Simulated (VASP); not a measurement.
Cd₄Te₃Se (space group Pmm2): computed properties

Level of theory: PBEsol GGA, VASP's PBE PAW potentials (set 64) (plane waves; VASP 6.6.1).

- space group: Pmm2 (25)
- cell: a = 4.5209 Å, b = 9.0474 Å, c = 6.3510 Å, α = 90.00°, β = 90.00°, γ = 90.00°
- volume per atom: 32.47 Å³/atom
- band gap (over mesh and band path): 0.48 eV
- smallest direct gap (over mesh and band path): 0.48 eV
- band-edge character: direct, Γ to Γ
- density: 5.83 g/cm³

```yaml
crystal:
  lattice:
    - [4.52093, 0.00000, 0.00000]
    - [0.00000, 9.04743, 0.00000]
    - [0.00000, 0.00000, 6.35104]
  atoms:
    - { symbol: Cd, position: [0.00000, 0.00000, 0.97737] }
    - { symbol: Cd, position: [0.50000, 0.76229, 0.50881] }
    - { symbol: Cd, position: [0.50000, 0.23771, 0.50881] }
    - { symbol: Cd, position: [0.00000, 0.50000, 0.00626] }
    - { symbol: Te, position: [0.00000, 0.75679, 0.24973] }
    - { symbol: Te, position: [0.00000, 0.24321, 0.24973] }
    - { symbol: Te, position: [0.50000, 0.50000, 0.74730] }
    - { symbol: Se, position: [0.50000, 0.00000, 0.75202] }
```

Unless said otherwise, spin-orbit coupling is left out, though it shifts the bands of the heavy elements here.

The structure comes from a computed database's Cd4Te3Se entry (Pmm2); how it stands against other phases isn't given here. It was relaxed first. Symmetry was kept, so distortions that lower it aren't found.
